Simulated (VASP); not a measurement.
Runs of VASP 6.6.1 on TiTe2. The cell holds a slab with vacuum, 6 atoms: a = 3.777 Å, b = 3.777 Å, c = 25.913 Å, α = 90.00°, β = 90.00°, γ = 120.00°. 

| task | level | potentials or basis | cell | k mesh | mesh quality | gap on the mesh (eV) | largest force (eV/Å) | work function (eV) |
| --- | --- | --- | --- | --- | --- | --- | --- | --- |
| work function | LDA | VASP PAW LDA potentials, release 64 (Te, Ti_sv) | as given | 10 × 10 × 1 | not flagged | none | 0.23 | (a) |
| relaxation of the atoms | PBEsol | VASP PAW PBE potentials, release 64 (Te, Ti_sv) | atoms relaxed | 10 × 10 × 1 | not flagged | none | 0.01 | - |
| work function | PBEsol | VASP PAW PBE potentials, release 64 (Te, Ti_sv) | as given | 10 × 10 × 1 | not flagged | none | 0.01 | 5.01 |
| work function | PBEsol | VASP PAW PBE potentials, release 64 (Te, Ti_sv) | as given | 4 × 4 × 1 | coarse | none | 0.06 | (b) |

Alike in all rows: no spin polarisation; cutoff (eV) 520; smearing methfessel-paxton 0.1 eV.

Estimate the missing entries.

(a) 5.23; (b) 5.05.

Caveats: some runs use coarse meshes; the PAW data sets were made with another functional, which shifts forces and pressure a little (some runs).

A k mesh can miss the band edges, and the runs leave out spin-orbit coupling on Te.

A gap of «none» marks a metal or a gap under the smearing width.

Runs at the PBE level aren't shown here.
